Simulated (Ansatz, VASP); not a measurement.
# Cross-check of Si2W between VASP and Ansatz, part 2 of 2

One calculation is typed for both programs; each brings its own data sets. How far apart do they land? The cell is taken from a series of runs on this material, whose earlier steps may have relaxed, scaled, displaced or heated it; both programs get it as it stands.

VASP 6.6.1 and Ansatz 0.2.0.

So far: Set-up; Ansatz: zone-centre phonons, PBEsol.

## Step 3: VASP: zone-centre phonons, PBEsol

Level of this step: PBEsol; plane waves and PAW (Si, W) (VASP).

The same cell, functional, mesh and smearing now go to VASP, with its own data sets.

Lines of VASP's logs that name or quote its potential files are left out, and so is its time.

Contents of INCAR:

```
SYSTEM = Si2W
PREC = Accurate
ENCUT = 600
EDIFF = 1E-08
NELM = 120
ISMEAR = 1
SIGMA = 0.2
LREAL = .FALSE.
ALGO = Normal
GGA = PS
NBANDS = 13
LASPH = .TRUE.
LORBIT = 11
LWAVE = .FALSE.
LCHARG = .FALSE.
ISIF = 2
IBRION = 8
GGA_COMPAT = .FALSE.
KPAR = 2
```

Contents of POSCAR:

```
Si2W
1.0
   -1.5534276586      1.5534276586      3.9576253841
    1.5534276586     -1.5534276586      3.9576253841
    1.5534276586      1.5534276586     -3.9576253841
Si W
2 1
Direct
    0.3336698446      0.3336698446      0.0000000000
    0.6663301554      0.6663301554      0.0000000000
    0.0000000000      0.0000000000      0.0000000000
```

Contents of KPOINTS:

```
Automatic mesh
0
Gamma
20 20 20
0 0 0
```

PAW data sets: Si and W (PBE family, release 64).

Started as:

```console
$ mpirun -np 2 vasp_std
```

Numbers of over 12 decimals in the logs are rounded to 6 here.

The program printed:

```text
[banner, memory and clock lines left out]
running    2 mpi-ranks, on    1 nodes
 distrk:  each k-point on    1 cores,    2 groups
 distr:  one band on    1 cores,    1 groups

 POSCAR found type information on POSCAR SiW
 POSCAR found :  2 types and       3 ions
|                                                                             |
|               ----> ADVICE to this user running VASP <----                  |
|                                                                             |
|     You enforced a specific xc type in the INCAR file but a different       |
|     [... a line on the potential file left out ...]
|     I HOPE YOU KNOW WHAT YOU ARE DOING!                                     |
|                                                                             |

 LDA part: xc-table for (Slater+PW92), standard interpolation
 POSCAR, INCAR and KPOINTS ok, starting setup
 FFT: planning ... GRIDC
 FFT: planning ... GRID_SOFT
 FFT: planning ... GRID
 WAVECAR not read
 entering main loop
       N       E                     dE             d eps       ncg     rms          rms(c)
DAV:   1     0.348468819978E+02    0.34847E+02   -0.66659E+03 16674   0.106E+03
DAV:   2    -0.245760700125E+02   -0.59423E+02   -0.54062E+02 20210   0.207E+02
DAV:   3    -0.273889124214E+02   -0.28128E+01   -0.27181E+01 22621   0.357E+01
DAV:   4    -0.274299688713E+02   -0.41056E-01   -0.40921E-01 19934   0.484E+00
DAV:   5    -0.274305741221E+02   -0.60525E-03   -0.60501E-03 23522   0.519E-01    0.289E+01
DAV:   6    -0.267515351764E+02    0.67904E+00   -0.17463E+00 24691   0.851E+00    0.127E+01
DAV:   7    -0.266199257564E+02    0.13161E+00   -0.21348E-01 18931   0.306E+00    0.558E+00
DAV:   8    -0.265987892310E+02    0.21137E-01   -0.38729E-02 21991   0.148E+00    0.510E-01
DAV:   9    -0.265982529353E+02    0.53630E-03   -0.20898E-03 19956   0.316E-01    0.302E-01
DAV:  10    -0.265982096898E+02    0.43245E-04   -0.42102E-04 21324   0.131E-01    0.859E-02
DAV:  11    -0.265981920402E+02    0.17650E-04   -0.57978E-05 20431   0.518E-02    0.262E-02
DAV:  12    -0.265981921672E+02   -0.12699E-06   -0.15661E-06 20924   0.102E-02    0.112E-02
DAV:  13    -0.265981918503E+02    0.31695E-06   -0.17104E-07 21179   0.280E-03    0.199E-03
DAV:  14    -0.265981918229E+02    0.27418E-07   -0.10014E-08 14337   0.762E-04    0.391E-04
DAV:  15    -0.265981918264E+02   -0.35670E-08   -0.12621E-09 10793   0.376E-04
   1 F= -.26598192E+02 E0= -.26598413E+02  d E =0.663571E-03
 Linear response reoptimize wavefunctions to high precision
DAV:   1    -0.265981918361E+02   -0.96445E-08   -0.21652E-10 12489   0.134E-04
DAV:   2    -0.265981918361E+02    0.15916E-11   -0.34005E-11 10263   0.585E-05
 Linear response DOF=           4
 Linear response progress:
  Degree of freedom:   1/  4
       N       E                     dE             d eps       ncg     rms          rms(c)
RMM:   1    -0.176553699906E-01   -0.17655E-01    0.14808E-02135457   0.888E-01
RMM:   2    -0.163873812448E-01    0.12680E-02   -0.66821E-04 88081   0.212E-01    0.980E-02
RMM:   3    -0.164575680969E-01   -0.70187E-04   -0.14331E-04 88806   0.624E-02    0.535E-02
RMM:   4    -0.166274759423E-01   -0.16991E-03   -0.91290E-05 88422   0.475E-02    0.119E-02
RMM:   5    -0.166139213781E-01    0.13555E-04   -0.18311E-06 92527   0.927E-03    0.123E-03
RMM:   6    -0.166191626012E-01   -0.52412E-05   -0.14212E-07 93352   0.163E-03    0.717E-04
RMM:   7    -0.166186441467E-01    0.51845E-06    0.20670E-09 94537   0.387E-04    0.573E-05
RMM:   8    -0.166190539268E-01   -0.40978E-06   -0.36650E-09 95829   0.115E-04    0.138E-05
RMM:   9    -0.166190333385E-01    0.20588E-07   -0.36661E-10 98710   0.282E-05    0.222E-06
RMM:  10    -0.166190390787E-01   -0.57402E-08   -0.11976E-09 98005   0.113E-05    0.110E-06
 first order change of Fermi-energy   0.17253E-04
 force on displaced ion       1 direction 1 : -11.044  -0.000  -0.000
 Linear response progress:
  Degree of freedom:   2/  4
       N       E                     dE             d eps       ncg     rms          rms(c)
RMM:   1    -0.263942843836E-01   -0.26394E-01    0.36627E-02 41893   0.113E+00
RMM:   2    -0.235201660568E-01    0.28741E-02   -0.11880E-03 26668   0.285E-01    0.169E-01
RMM:   3    -0.234552183275E-01    0.64948E-04   -0.77639E-04 26382   0.135E-01    0.132E-01
RMM:   4    -0.235207718914E-01   -0.65554E-04   -0.55197E-05 27748   0.384E-02    0.634E-02
RMM:   5    -0.235853510390E-01   -0.64579E-04   -0.92584E-06 27431   0.147E-02    0.151E-02
RMM:   6    -0.235879643648E-01   -0.26133E-05   -0.38315E-07 28154   0.389E-03    0.231E-03
RMM:   7    -0.235855376221E-01    0.24267E-05   -0.50570E-08 28614   0.142E-03    0.639E-04
RMM:   8    -0.235856234212E-01   -0.85799E-07   -0.19897E-09 29541   0.255E-04    0.170E-04
RMM:   9    -0.235857478012E-01   -0.12438E-06   -0.69282E-10 29341   0.650E-05    0.206E-05
RMM:  10    -0.235857637554E-01   -0.15954E-07   -0.98620E-10 30600   0.198E-05    0.655E-06
RMM:  11    -0.235857614683E-01    0.22871E-08   -0.34984E-09 29615   0.991E-06    0.148E-06
 first order change of Fermi-energy  -0.35220E+00
 force on displaced ion       1 direction 3 :  -0.000  -0.000 -14.147
 Linear response progress:
  Degree of freedom:   3/  4
       N       E                     dE             d eps       ncg     rms          rms(c)
RMM:   1    -0.121917099353E+00   -0.12192E+00   -0.10483E-01 59464   0.182E+00
RMM:   2    -0.120861382408E+00    0.10557E-02   -0.13373E-03 47224   0.265E-01    0.159E-01
RMM:   3    -0.120470722871E+00    0.39066E-03   -0.20533E-04 48257   0.823E-02    0.899E-02
RMM:   4    -0.120575267078E+00   -0.10454E-03   -0.26900E-04 47673   0.969E-02    0.124E-02
RMM:   5    -0.120566524525E+00    0.87426E-05   -0.62572E-06 51777   0.165E-02    0.353E-03
RMM:   6    -0.120571824903E+00   -0.53004E-05   -0.13818E-07 50732   0.219E-03    0.780E-04
RMM:   7    -0.120571796618E+00    0.28285E-07   -0.13461E-08 52648   0.540E-04    0.116E-04
RMM:   8    -0.120571741989E+00    0.54629E-07   -0.77921E-09 52580   0.118E-04    0.398E-05
RMM:   9    -0.120571513896E+00    0.22809E-06   -0.72823E-09 54405   0.479E-05    0.571E-06
RMM:  10    -0.120571472614E+00    0.41283E-07   -0.81967E-09 55020   0.254E-05    0.214E-06
RMM:  11    -0.120571488479E+00   -0.15865E-07   -0.80677E-09 51897   0.194E-05    0.191E-07
RMM:  12    -0.120571489860E+00   -0.13815E-08   -0.91889E-09 37375   0.165E-05    0.690E-08
 first order change of Fermi-energy  -0.77366E-03
 force on displaced ion       3 direction 1 : -14.050  -0.000   0.000
 Linear response progress:
  Degree of freedom:   4/  4
       N       E                     dE             d eps       ncg     rms          rms(c)
RMM:   1    -0.139743492934E+00   -0.13974E+00   -0.13034E-01 33049   0.186E+00
RMM:   2    -0.134434989789E+00    0.53085E-02   -0.23707E-03 25782   0.336E-01    0.182E-01
RMM:   3    -0.133727823225E+00    0.70717E-03   -0.10033E-03 26837   0.148E-01    0.948E-02
RMM:   4    -0.133740767439E+00   -0.12944E-04   -0.24901E-04 26907   0.855E-02    0.326E-02
RMM:   5    -0.133796170115E+00   -0.55403E-04   -0.50066E-05 26077   0.420E-02    0.672E-03
RMM:   6    -0.133810049074E+00   -0.13879E-04   -0.11571E-06 29105   0.618E-03    0.217E-03
RMM:   7    -0.133802010011E+00    0.80391E-05   -0.21104E-07 27349   0.219E-03    0.210E-04
RMM:   8    -0.133802466250E+00   -0.45624E-06   -0.49110E-09 29047   0.307E-04    0.121E-04
RMM:   9    -0.133802519874E+00   -0.53623E-07   -0.35659E-09 29473   0.733E-05    0.492E-05
RMM:  10    -0.133802554261E+00   -0.34387E-07   -0.39101E-09 29764   0.393E-05    0.701E-06
RMM:  11    -0.133802565607E+00   -0.11347E-07   -0.74822E-09 30568   0.209E-05    0.126E-06
RMM:  12    -0.133802565658E+00   -0.50102E-10   -0.12417E-08 26190   0.144E-05    0.649E-07
 first order change of Fermi-energy   0.50373E-03
 force on displaced ion       3 direction 3 :  -0.000  -0.000 -15.755
 Linear response finished
```

From OUTCAR (step 3):

```text
ion  position               nearest neighbor table
   1  0.334  0.334  0.000-   3 2.56   3 2.56   3 2.56   3 2.56   2 2.57   2 2.57   2 2.57   2 2.57
                             2 2.63   3 2.64
   2  0.666  0.666  0.000-   3 2.56   3 2.56   3 2.56   3 2.56   1 2.57   1 2.57   1 2.57   1 2.57
                             1 2.63   3 2.64
   3  0.000  0.000  0.000-   2 2.56   2 2.56   2 2.56   1 2.56   2 2.56   1 2.56   1 2.56   1 2.56
                             1 2.64   2 2.64

  LATTYP: Found a body centered tetragonal cell.
 ALAT       =     3.1068553172
 C/A-ratio  =     2.5476727945

 Subroutine GETGRP returns: Found 16 space group operations
 (whereof 16 operations were pure point group operations)

The static configuration has the point symmetry D_4h.

 Found    641 irreducible k-points:

   k-points           NKPTS =    641   k-points in BZ     NKDIM =    641   number of bands    NBANDS=     13

   dimension x,y,z NGX =    36 NGY =   36 NGZ =   36
   dimension x,y,z NGXF=    72 NGYF=   72 NGZF=   72

   ENCUT  =  600.0 eV  44.10 Ry    6.64 a.u.   9.04  9.04  9.04*2*pi/ulx,y,z

   NELECT =      14.0000    total number of electrons

 k-points in reciprocal lattice and weights: Automatic mesh
   0.00000000  0.00000000  0.00000000       0.000
   0.05000000  0.00000000 -0.00000000       0.001
   0.10000000  0.00000000 -0.00000000       0.001
   0.15000000  0.00000000  0.00000000       0.001
   0.20000000  0.00000000 -0.00000000       0.001
   0.25000000  0.00000000  0.00000000       0.001
   0.30000000  0.00000000  0.00000000       0.001
   0.35000000  0.00000000  0.00000000       0.001
   0.40000000  0.00000000 -0.00000000       0.001
[...]
-0.45000000 -0.45000000  0.45000000       0.000
   0.50000000  0.50000000  0.50000000       0.000

 average (electrostatic) potential at core
       1 -78.2880       2 -78.2880       3 -33.6939

  Total        4.2502999      4.2502999     -0.0324225      0.0000000     -0.0000000      0.0000000
  in kB      178.2597988    178.2597988     -1.3598180      0.0000000     -0.0000000      0.0000000
  external PRESSURE =     118.3865932 kB  Pullay stress =       0.0000000 kB

  energy-cutoff  :      600.00
  volume of cell :       38.20
      direct lattice vectors                 reciprocal lattice vectors
    -1.553427659  1.553427659  3.957625384     0.000000000  0.321868867  0.126338385
     1.553427659 -1.553427659  3.957625384     0.321868867  0.000000000  0.126338385
     1.553427659  1.553427659 -3.957625384     0.321868867  0.321868867  0.000000000

 POSITION                                       TOTAL-FORCE (eV/Angst)
 -----------------------------------------------------------------------------------
      0.00000      0.00000      2.64108         0.000000      0.000000     -0.000865
      0.00000      0.00000      5.27417        -0.000000     -0.000000      0.000865
      0.00000      0.00000      0.00000         0.000000      0.000000      0.000000
 -----------------------------------------------------------------------------------
    total drift:                                0.000000      0.000000     -0.000000

 Eigenvectors and eigenvalues of the dynamical matrix
 ----------------------------------------------------

   1 f  =   13.329872 THz    83.754059 2PiTHz  444.636684 cm-1    55.127898 meV
             X         Y         Z           dx          dy          dz
      0.000000  0.000000  2.641080     0.000000    0.000000   -0.707107
      0.000000  0.000000  5.274170    -0.000000    0.000000    0.707107
      0.000000  0.000000  0.000000    -0.000000   -0.000000    0.000000

   2 f  =   11.449686 THz    71.940501 2PiTHz  381.920428 cm-1    47.352077 meV
             X         Y         Z           dx          dy          dz
      0.000000  0.000000  2.641080    -0.621460   -0.337324    0.000000
      0.000000  0.000000  5.274170     0.621460    0.337324   -0.000000
      0.000000  0.000000  0.000000     0.000000   -0.000000    0.000000

   3 f  =   11.449686 THz    71.940501 2PiTHz  381.920428 cm-1    47.352077 meV
             X         Y         Z           dx          dy          dz
      0.000000  0.000000  2.641080    -0.337324    0.621460   -0.000000
      0.000000  0.000000  5.274170     0.337324   -0.621460    0.000000
      0.000000  0.000000  0.000000     0.000000    0.000000    0.000000

   4 f  =    9.459342 THz    59.434801 2PiTHz  315.529698 cm-1    39.120679 meV
             X         Y         Z           dx          dy          dz
      0.000000  0.000000  2.641080    -0.000000    0.000000    0.618845
      0.000000  0.000000  5.274170    -0.000000    0.000000    0.618845
      0.000000  0.000000  0.000000    -0.000000    0.000000   -0.483800

   5 f  =    8.932930 THz    56.127257 2PiTHz  297.970483 cm-1    36.943615 meV
             X         Y         Z           dx          dy          dz
      0.000000  0.000000  2.641080     0.000000   -0.618848   -0.000000
      0.000000  0.000000  5.274170     0.000000   -0.618848    0.000000
      0.000000  0.000000  0.000000    -0.000000    0.483791    0.000000

   6 f  =    8.932930 THz    56.127257 2PiTHz  297.970483 cm-1    36.943615 meV
             X         Y         Z           dx          dy          dz
      0.000000  0.000000  2.641080    -0.618848    0.000000   -0.000000
      0.000000  0.000000  5.274170    -0.618848   -0.000000    0.000000
      0.000000  0.000000  0.000000     0.483791    0.000000    0.000000

   7 f/i=    0.000330 THz     0.002075 2PiTHz    0.011017 cm-1     0.001366 meV
             X         Y         Z           dx          dy          dz
      0.000000  0.000000  2.641080    -0.341967    0.009221    0.000000
      0.000000  0.000000  5.274170    -0.341967    0.009221    0.000000
      0.000000  0.000000  0.000000    -0.874866    0.023589    0.000000

   8 f/i=    0.000330 THz     0.002075 2PiTHz    0.011017 cm-1     0.001366 meV
             X         Y         Z           dx          dy          dz
      0.000000  0.000000  2.641080    -0.009221   -0.341967   -0.000000
      0.000000  0.000000  5.274170    -0.009221   -0.341967   -0.000000
      0.000000  0.000000  0.000000    -0.023589   -0.874866   -0.000000

   9 f/i=    0.000452 THz     0.002840 2PiTHz    0.015077 cm-1     0.001869 meV
             X         Y         Z           dx          dy          dz
      0.000000  0.000000  2.641080    -0.000000   -0.000000    0.342098
      0.000000  0.000000  5.274170    -0.000000   -0.000000    0.342098
      0.000000  0.000000  0.000000    -0.000000   -0.000000    0.875178

 ELASTIC MODULI CONTR FROM IONIC RELAXATION (kBar)
 Direction    XX          YY          ZZ          XY          YZ          ZX
 --------------------------------------------------------------------------------
 XX         -56.3107    -56.3107    -46.1151      0.0000     -0.0000      0.0000
 YY         -56.3107    -56.3107    -46.1151      0.0000     -0.0000      0.0000
 ZZ         -46.1151    -46.1151    -37.7655      0.0000     -0.0000      0.0000
 XY           0.0000      0.0000      0.0000      0.0000      0.0000      0.0000
 YZ          -0.0000     -0.0000     -0.0000      0.0000    -42.5734      0.0000
 ZX           0.0000      0.0000      0.0000      0.0000      0.0000    -19.9050
 --------------------------------------------------------------------------------
```

## Step 4: Side by side

Known differences besides the potentials themselves: the data sets hold 22 valence electrons in Ansatz (on its PAW soft_1 files) and 14 in VASP; the cutoff is 420 eV in Ansatz and 600 eV in VASP; Ansatz makes its cores anew for this functional, VASP keeps those of its PBE data sets. Total energies have different zeros and are not compared.

Compared:

```tsv
quantity	Ansatz	VASP	difference
optical mode 1 to 2 (cm⁻¹)	295.2	298.0	-0.94 %
optical mode 3 (cm⁻¹)	312.9	315.5	-0.83 %
optical mode 4 to 5 (cm⁻¹)	379.4	381.9	-0.65 %
optical mode 6 (cm⁻¹)	441.2	444.6	-0.76 %
```

Modes are paired by rising frequency, not by their patterns, so a pair may set unlike modes beside each other; they are those without the splitting of longitudinal modes.

## Step 5: Summary of results

```
r.m.s. difference of the optical zone-centre modes, each program's sorted by frequency (zone-centre phonons, PBEsol) : 2.8 cm⁻¹
difference in optical mode 1 to 2 (zone-centre phonons, PBEsol)                                                      : -0.9 %
```

In words: The r.m.s. difference of the optical zone-centre modes, each program's sorted by frequency is 2.8 cm⁻¹ (zone-centre phonons, PBEsol). The data sets hold unlike numbers of valence electrons (22 in Ansatz and 14 in VASP), so part of the differences comes from the potentials. Among the rows given in per cent, the largest difference of the zone-centre phonons, PBEsol pair is in optical mode 1 to 2, -0.9 %. Such differences can come from data sets, numerical settings and the points named under the comparisons, not from the functional's error against experiment.

[Lines on the potential files, build, host, timing and source positions are cut from VASP's logs without a mark.]

[Logs are printed without paths, hosts, clocks, repeated set-up lines and the standing remarks that a program may print on its own settings, such as how far it seeks lower states.]

[Hosts, paths, dates, database ids (printed as entryN), source tags and the programs' standing remarks are cut or masked in the printed files.]
